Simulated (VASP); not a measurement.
All values below come from r2SCAN meta-GGA, VASP's PBE PAW potentials (set 64) (plane waves; VASP).

VASP input:

INCAR:
```
ALGO = Normal
EDIFF = 1E-7
ENCUT = 520
ISIF = 2
ISMEAR = 1
LASPH = .TRUE.
LCHARG = .FALSE.
LMAXMIX = 4
LMIXTAU = .TRUE.
LREAL = .FALSE.
LWAVE = .FALSE.
METAGGA = R2SCAN
NELM = 100
PREC = Accurate
SIGMA = 0.1
SYSTEM = NiSi2
```

### KPOINTS
```
Automatic mesh
0
Gamma
10 10 10
0 0 0
```

POSCAR:
```
NiSi2
1.0
  0.0000000000   2.7216255613   2.7216255613
  2.7216255613   0.0000000000   2.7216255613
  2.7216255613   2.7216255613   0.0000000000
Si Ni
2 1
Cartesian
  1.3608127807   1.3608127807   1.3608127807
  4.0824383420   4.0824383420   4.0824383420
  0.0000000000   0.0000000000   0.0000000000
```

POTCAR, in this order: Si Ni (PBE.64 set). Program: vasp_std.

Task: Estimate the energy per atom (σ→0), pressure, band gap (on the k-mesh).

Result: 
```yaml
energy per atom (σ→0): -10.171 eV/atom
band gap (on the k-mesh): none (metal, semimetal or under 0.01 eV)
pressure: -4.73 GPa
```

OSZICAR:
```
...
DAV:  19    -0.305145235313E+02   -0.27923E-05   -0.19683E-07  1071   0.782E-03    0.944E-04
DAV:  20    -0.305145222408E+02    0.12905E-05   -0.15490E-08   731   0.281E-03    0.752E-04
DAV:  21    -0.305145234910E+02   -0.12503E-05   -0.53786E-09   731   0.108E-03    0.871E-04
DAV:  22    -0.305145227622E+02    0.72886E-06   -0.58714E-09   711   0.200E-03    0.730E-04
DAV:  23    -0.305145236156E+02   -0.85343E-06   -0.62097E-09   686   0.152E-03    0.375E-04
DAV:  24    -0.305145231266E+02    0.48897E-06   -0.14396E-09   691   0.438E-04    0.221E-04
DAV:  25    -0.305145231752E+02   -0.48578E-07   -0.29444E-10   671   0.211E-04
   1 F= -.30514523E+02 E0= -.30514066E+02  d E =-.137041E-02
```

The compound is NiSi2 in the fluorite structure. This cell is one point of a volume scan, at 1.03 of the reference volume. The run is not spin-polarised, so no magnetic state was tried.
